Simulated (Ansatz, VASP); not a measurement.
# ZnS (Wurtzite-2H) in two plane-wave programs, part 2 of 3

Wanted: the spread between two codes on one cell, functional and k mesh. The cell is taken from a series of runs on this material, whose earlier steps may have relaxed, scaled, displaced or heated it; both programs get it as it stands.

VASP 6.6.1 and Ansatz 0.2.0.

So far: Starting point; VASP: zone-centre phonons, LDA.

## Step 2: VASP: zone-centre phonons, LDA (continued)

Level of this step: LDA; plane waves and PAW (S, Zn) (VASP).

From OUTCAR (step 2):

```text
ion  position               nearest neighbor table
   1  0.333  0.667  0.380-   4 2.34   4 2.34   4 2.34   3 2.34
   2  0.667  0.333  0.880-   3 2.34   3 2.34   3 2.34   4 2.34
   3  0.333  0.667  0.005-   2 2.34   2 2.34   2 2.34   1 2.34
   4  0.667  0.333  0.505-   1 2.34   1 2.34   1 2.34   2 2.34

  LATTYP: Found a hexagonal cell.
 ALAT       =     3.8137697336
 C/A-ratio  =     1.6403151200

 Subroutine GETGRP returns: Found 12 space group operations
 (whereof  6 operations were pure point group operations)

The static configuration has the point symmetry C_3v.
 The point group associated with its full space group is C_6v.

 Found     95 irreducible k-points:

   k-points           NKPTS =     95   k-points in BZ     NKDIM =     95   number of bands    NBANDS=     24

   dimension x,y,z NGX =    28 NGY =   28 NGZ =   48
   dimension x,y,z NGXF=    56 NGYF=   56 NGZF=   96

   ENCUT  =  500.0 eV  36.75 Ry    6.06 a.u.   6.95  6.95 11.41*2*pi/ulx,y,z

   NELECT =      36.0000    total number of electrons

 k-points in reciprocal lattice and weights: Automatic mesh
   0.00000000  0.00000000  0.00000000       0.001
   0.08333333  0.00000000  0.00000000       0.005
   0.16666667  0.00000000  0.00000000       0.005
   0.25000000  0.00000000  0.00000000       0.005
   0.33333333  0.00000000  0.00000000       0.005
   0.41666667  0.00000000  0.00000000       0.005
   0.50000000  0.00000000  0.00000000       0.003
   0.08333333  0.08333333  0.00000000       0.005
   0.16666667  0.08333333  0.00000000       0.010
[...]
-1.906884867  3.302821473  0.000000000     0.000000000  0.302771436  0.000000000
     0.000000000  0.000000000  6.255784158     0.000000000  0.000000000  0.159852062

 POSITION                                       TOTAL-FORCE (eV/Angst)
 -----------------------------------------------------------------------------------
     -0.00000      2.20188      2.37571        -0.000000      0.000000     -0.000667
      1.90688      1.10094      5.50360         0.000000      0.000000     -0.000667
     -0.00000      2.20188      0.03277         0.000000     -0.000000      0.000667
      1.90688      1.10094      3.16066        -0.000000      0.000000      0.000667
 -----------------------------------------------------------------------------------
    total drift:                               -0.000000     -0.000000     -0.000091

 MACROSCOPIC STATIC DIELECTRIC TENSOR (including local field effects in DFT)
 ------------------------------------------------------
           6.044412     0.000000    -0.000000
           0.000000     6.044412     0.000000
           0.000000     0.000000     6.155792
 ------------------------------------------------------

 PIEZOELECTRIC TENSOR (including local field effects)  for field in x, y, z        (C/m^2)
          XX          YY          ZZ          XY          YZ          ZX
  --------------------------------------------------------------------------------
  x     0.00000    -0.00000     0.00000     0.00000     0.00000     0.37727
  y     0.00000     0.00000    -0.00000     0.00000     0.37727     0.00000
  z     0.36068     0.36068    -0.75876     0.00000     0.00000    -0.00000

 BORN EFFECTIVE CHARGES (including local field effects) (in |e|, cummulative output)
 ---------------------------------------------------------------------------------
 ion    1
    1    -1.92638    -0.00000     0.00000
    2    -0.00000    -1.92638     0.00000
    3     0.00000     0.00000    -2.03209
 ion    2
    1    -1.92638     0.00000    -0.00000
    2    -0.00000    -1.92638     0.00000
    3     0.00000     0.00000    -2.03209
 ion    3
    1     1.92638     0.00000    -0.00000
    2     0.00000     1.92638    -0.00000
    3     0.00000     0.00000     2.03209
 ion    4
    1     1.92638     0.00000    -0.00000
    2     0.00000     1.92638     0.00000
    3     0.00000     0.00000     2.03209

 Eigenvectors and eigenvalues of the dynamical matrix
 ----------------------------------------------------

   1 f  =    9.640555 THz    60.573396 2PiTHz  321.574315 cm-1    39.870116 meV
             X         Y         Z           dx          dy          dz
     -0.000000  2.201881  2.375712    -0.000000    0.000000    0.700268
      1.906885  1.100940  5.503604     0.000000    0.000000   -0.700268
     -0.000000  2.201881  0.032765    -0.000000   -0.000000   -0.098108
      1.906885  1.100940  3.160657     0.000000   -0.000000    0.098108

   2 f  =    8.092730 THz    50.848120 2PiTHz  269.944405 cm-1    33.468826 meV
             X         Y         Z           dx          dy          dz
     -0.000000  2.201881  2.375712    -0.000008    0.616926    0.000000
      1.906885  1.100940  5.503604     0.000008   -0.616926    0.000000
     -0.000000  2.201881  0.032765    -0.000004    0.345546   -0.000000
      1.906885  1.100940  3.160657     0.000004   -0.345546   -0.000000

   3 f  =    8.092730 THz    50.848120 2PiTHz  269.944405 cm-1    33.468826 meV
             X         Y         Z           dx          dy          dz
     -0.000000  2.201881  2.375712    -0.616926   -0.000008    0.000000
      1.906885  1.100940  5.503604     0.616926    0.000008    0.000000
     -0.000000  2.201881  0.032765    -0.345546   -0.000004   -0.000000
      1.906885  1.100940  3.160657     0.345546    0.000004   -0.000000

   4 f  =    7.994494 THz    50.230889 2PiTHz  266.667622 cm-1    33.062557 meV
             X         Y         Z           dx          dy          dz
     -0.000000  2.201881  2.375712     0.000000   -0.579773   -0.000000
      1.906885  1.100940  5.503604     0.000000   -0.579773   -0.000000
     -0.000000  2.201881  0.032765    -0.000000    0.404800    0.000000
      1.906885  1.100940  3.160657    -0.000000    0.404800    0.000000

   5 f  =    7.994494 THz    50.230889 2PiTHz  266.667622 cm-1    33.062557 meV
             X         Y         Z           dx          dy          dz
     -0.000000  2.201881  2.375712    -0.579773   -0.000000    0.000000
      1.906885  1.100940  5.503604    -0.579773   -0.000000    0.000000
     -0.000000  2.201881  0.032765     0.404800    0.000000   -0.000000
      1.906885  1.100940  3.160657     0.404800    0.000000   -0.000000

   6 f  =    7.813682 THz    49.094812 2PiTHz  260.636378 cm-1    32.314778 meV
             X         Y         Z           dx          dy          dz
     -0.000000  2.201881  2.375712     0.000000   -0.000000    0.578760
      1.906885  1.100940  5.503604    -0.000000    0.000000    0.578760
     -0.000000  2.201881  0.032765     0.000000    0.000000   -0.406248
      1.906885  1.100940  3.160657    -0.000000    0.000000   -0.406248

   7 f  =    5.676070 THz    35.663801 2PiTHz  189.333322 cm-1    23.474330 meV
             X         Y         Z           dx          dy          dz
     -0.000000  2.201881  2.375712    -0.000000   -0.000000   -0.098108
      1.906885  1.100940  5.503604    -0.000000    0.000000    0.098108
     -0.000000  2.201881  0.032765     0.000000   -0.000000   -0.700268
      1.906885  1.100940  3.160657    -0.000000    0.000000    0.700268

   8 f  =    2.202710 THz    13.840035 2PiTHz   73.474497 cm-1     9.109673 meV
             X         Y         Z           dx          dy          dz
     -0.000000  2.201881  2.375712    -0.000028   -0.345546    0.000000
      1.906885  1.100940  5.503604     0.000028    0.345546    0.000000
     -0.000000  2.201881  0.032765     0.000049    0.616926    0.000000
      1.906885  1.100940  3.160657    -0.000049   -0.616926    0.000000

   9 f  =    2.202710 THz    13.840035 2PiTHz   73.474497 cm-1     9.109673 meV
             X         Y         Z           dx          dy          dz
     -0.000000  2.201881  2.375712    -0.345546    0.000028   -0.000000
      1.906885  1.100940  5.503604     0.345546   -0.000028   -0.000000
     -0.000000  2.201881  0.032765     0.616926   -0.000049   -0.000000
      1.906885  1.100940  3.160657    -0.616926    0.000049   -0.000000

  10 f/i=    0.008678 THz     0.054526 2PiTHz    0.289471 cm-1     0.035890 meV
             X         Y         Z           dx          dy          dz
     -0.000000  2.201881  2.375712    -0.000000    0.000000   -0.406248
      1.906885  1.100940  5.503604    -0.000000    0.000000   -0.406248
     -0.000000  2.201881  0.032765    -0.000000    0.000000   -0.578760
      1.906885  1.100940  3.160657    -0.000000    0.000000   -0.578760

  11 f/i=    0.011105 THz     0.069774 2PiTHz    0.370420 cm-1     0.045926 meV
             X         Y         Z           dx          dy          dz
     -0.000000  2.201881  2.375712    -0.301520   -0.270090   -0.000000
      1.906885  1.100940  5.503604    -0.301520   -0.270090   -0.000000
     -0.000000  2.201881  0.032765    -0.431851   -0.386836   -0.000000
      1.906885  1.100940  3.160657    -0.431851   -0.386836   -0.000000

  12 f/i=    0.011105 THz     0.069774 2PiTHz    0.370420 cm-1     0.045926 meV
             X         Y         Z           dx          dy          dz
     -0.000000  2.201881  2.375712     0.270090   -0.301520   -0.000000
      1.906885  1.100940  5.503604     0.270090   -0.301520   -0.000000
     -0.000000  2.201881  0.032765     0.386836   -0.431851   -0.000000
      1.906885  1.100940  3.160657     0.386836   -0.431851   -0.000000

 MACROSCOPIC STATIC DIELECTRIC TENSOR IONIC CONTRIBUTION
 ------------------------------------------------------
           3.032263    -0.000000    -0.000000
          -0.000000     3.032263     0.000000
          -0.000000     0.000000     3.525763
 ------------------------------------------------------

 ELASTIC MODULI CONTR FROM IONIC RELAXATION (kBar)
 Direction    XX          YY          ZZ          XY          YZ          ZX
 --------------------------------------------------------------------------------
 XX        -221.8225    100.9035    106.3615      0.0000      0.0000      0.0000
 YY         100.9035   -221.8225    106.3615      0.0000     -0.0000     -0.0000
 ZZ         106.3615    106.3615   -187.1132     -0.0000      0.0000     -0.0000
 XY           0.0000      0.0000     -0.0000   -161.3630      0.0000      0.0000
 YZ           0.0000     -0.0000      0.0000      0.0000    -51.5827      0.0000
 ZX           0.0000     -0.0000     -0.0000      0.0000      0.0000    -63.6947
 --------------------------------------------------------------------------------

 PIEZOELECTRIC TENSOR IONIC CONTR  for field in x, y, z        (C/m^2)
          XX          YY          ZZ          XY          YZ          ZX
  --------------------------------------------------------------------------------
  x     0.00000    -0.00000    -0.00000     0.00000     0.00000    -0.41353
  y     0.00000    -0.00000     0.00000     0.00000    -0.37214     0.00000
  z    -0.43444    -0.43444     0.76428     0.00000    -0.00000     0.00000
```

(Part 2 of 3 ends here.)

[Lines on the potential files, build, host, timing and source positions are cut from VASP's logs without a mark.]

[Logs are printed without paths, hosts, clocks, repeated set-up lines and the standing remarks that a program may print on its own settings, such as how far it seeks lower states.]

[Hosts, paths, dates, database ids (printed as entryN), source tags and the programs' standing remarks are cut or masked in the printed files.]
